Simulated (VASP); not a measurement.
These are PBE GGA with spin-orbit coupling, VASP's PBE PAW potentials (set 64) (plane waves; VASP) values and carry that method's errors.

VASP ran on this input.

### KPOINTS
```
Automatic mesh
0
Gamma
4 4 4
0 0 0
```

**POSCAR**
```
Ga
1
    2.2600000000    -3.8300000000     0.0000000000
    2.2600000000     3.8300000000     0.0000000000
    0.0000000000     0.0000000000     4.5300000000
Ga
4
Direct
  0.1549000000   0.8451000000   0.9190000000
  0.3451000000   0.6549000000   0.4190000000
  0.6549000000   0.3451000000   0.5810000000
  0.8451000000   0.1549000000   0.0810000000
```

INCAR:
```
SYSTEM  =  Ga
PREC  =  Accurate; ENCUT  =  300; LREAL  =  .False.
LASPH  =  .True.
EDIFF  =  1E-6; NELM  =  100; ALGO  =  Normal
LMAXMIX  =  4
ISMEAR  =  0; SIGMA  =  0.272
GGA  =  PE; GGA_COMPAT  =  .False.
MAGMOM  =  0.0 0.0 0.0 0.0 0.0 0.0 0.0 0.0 0.0 0.0 0.0 0.0
LSORBIT  =  .True.; LNONCOLLINEAR  =  .True.
ISIF  =  2
LWAVE  =  .False.; LCHARG  =  .False.; LORBIT  =  11
```

POTCAR, in this order: Ga_d (PBE.64 set). Program: vasp_ncl.

Output of the run:

### OSZICAR
```
       N       E                     dE             d eps       ncg     rms          rms(c)
DAV:   1     0.388378235127E+03    0.38838E+03   -0.17979E+04  2644   0.234E+03
DAV:   2     0.479694833097E+02   -0.34041E+03   -0.33359E+03  2652   0.551E+02
DAV:   3    -0.898560632096E+01   -0.56955E+02   -0.55445E+02  3006   0.168E+02
DAV:   4    -0.117405036816E+02   -0.27549E+01   -0.27113E+01  2942   0.411E+01
DAV:   5    -0.118270959811E+02   -0.86592E-01   -0.86262E-01  3176   0.764E+00    0.247E+00
DAV:   6    -0.117536405781E+02    0.73455E-01   -0.22749E-01  3154   0.637E+00    0.136E+00
DAV:   7    -0.117393958876E+02    0.14245E-01   -0.57235E-02  3268   0.255E+00    0.320E-01
DAV:   8    -0.117387708137E+02    0.62507E-03   -0.16825E-02  2808   0.147E+00    0.699E-02
DAV:   9    -0.117389129922E+02   -0.14218E-03   -0.12970E-03  3196   0.378E-01    0.501E-02
DAV:  10    -0.117389571056E+02   -0.44113E-04   -0.18851E-04  3390   0.104E-01    0.125E-02
DAV:  11    -0.117389641121E+02   -0.70064E-05   -0.26120E-05  3140   0.471E-02    0.392E-03
DAV:  12    -0.117389638422E+02    0.26988E-06   -0.54944E-06  2834   0.273E-02
   1 F= -.11738964E+02 E0= -.11719383E+02  d E =-.391619E-01  mag=     0.0000     0.0000     0.0000
```

**OUTCAR**
```
------------------------ aborting loop because EDIFF is reached ----------------------------------------
  FORCE on cell =-STRESS in cart. coord.  units (eV):
  Direction    XX          YY          ZZ          XY          YZ          ZX
  --------------------------------------------------------------------------------------
  Total        1.4325238      1.2292890      0.2535026      0.0000000     -0.0000000      0.0000000
  in kB       29.2669196     25.1147679      5.1791396      0.0000000     -0.0000000      0.0000000
  external PRESSURE =      19.8536090 kB  Pullay stress =       0.0000000 kB
  volume of cell :       78.42
      direct lattice vectors                 reciprocal lattice vectors
     2.260000000 -3.830000000  0.000000000     0.221238938 -0.130548303  0.000000000
     2.260000000  3.830000000  0.000000000     0.221238938  0.130548303  0.000000000
     0.000000000  0.000000000  4.530000000     0.000000000  0.000000000  0.220750552
 POSITION                                       TOTAL-FORCE (eV/Angst)
 -----------------------------------------------------------------------------------
      2.26000      2.64347      4.16307         0.000000     -0.247537     -0.049880
      2.26000      1.18653      1.89807         0.000000      0.247537     -0.049880
      2.26000     -1.18653      2.63193         0.000000     -0.247537      0.049880
      2.26000     -2.64347      0.36693         0.000000      0.247537      0.049880
 -----------------------------------------------------------------------------------
    total drift:                                0.000000     -0.000000      0.000000
  FREE ENERGIE OF THE ION-ELECTRON SYSTEM (eV)
  ---------------------------------------------------
  free  energy   TOTEN  =       -11.7389638422 eV

  energy  without entropy=      -11.6998019049  energy(sigma->0) =      -11.71938287

 total charge

# of ion       s       p       d       tot
------------------------------------------
    1        0.961   0.706   9.955  11.621
    2        0.961   0.706   9.955  11.621
    3        0.961   0.706   9.955  11.621
    4        0.961   0.706   9.955  11.621
--------------------------------------------------
tot          3.843   2.823  39.818  46.483

 magnetization (x)

# of ion       s       p       d       tot
------------------------------------------
    1        0.000  -0.000  -0.000   0.000
    2       -0.000   0.000   0.000  -0.000
    3       -0.000   0.000   0.000  -0.000
    4        0.000  -0.000  -0.000   0.000
--------------------------------------------------
tot          0.000   0.000   0.000   0.000

 magnetization (y)

# of ion       s       p       d       tot
------------------------------------------
    1        0.000   0.000   0.000   0.000
    2        0.000   0.000   0.000   0.000
    3        0.000   0.000   0.000   0.000
    4        0.000   0.000   0.000   0.000
--------------------------------------------------
tot          0.000   0.000   0.000   0.000

 magnetization (z)

# of ion       s       p       d       tot
------------------------------------------
    1        0.000   0.000   0.000   0.000
    2        0.000   0.000   0.000   0.000
    3        0.000   0.000   0.000   0.000
    4        0.000   0.000   0.000   0.000
--------------------------------------------------
tot          0.000   0.000   0.000   0.000

 Ion:    1  E_soc:     -0.0116996

 Ion:    2  E_soc:     -0.0116996

 Ion:    3  E_soc:     -0.0116996

 Ion:    4  E_soc:     -0.0116996
```
(Selected blocks of OUTCAR.)

At this cut-off the stress carries a Pulay error, which pulls relaxed volumes low.

The structure is a typed Ga crystal (Cmce). The cell was not relaxed at this level. The k-mesh is coarse (spacing up to 0.40 per Å, 2π included), so the numbers may not be converged in it. The run is one of a series of settings (GGA_COMPAT = .FALSE., LNONCOLLINEAR = .TRUE., LSORBIT = .TRUE., MAGMOM = 0.0 0.0 0.0 0.0 0.0 0.0 0.0 0.0 0.0 0.0 0.0 0.0, program vasp_ncl against the base run), some of them coarse on purpose.
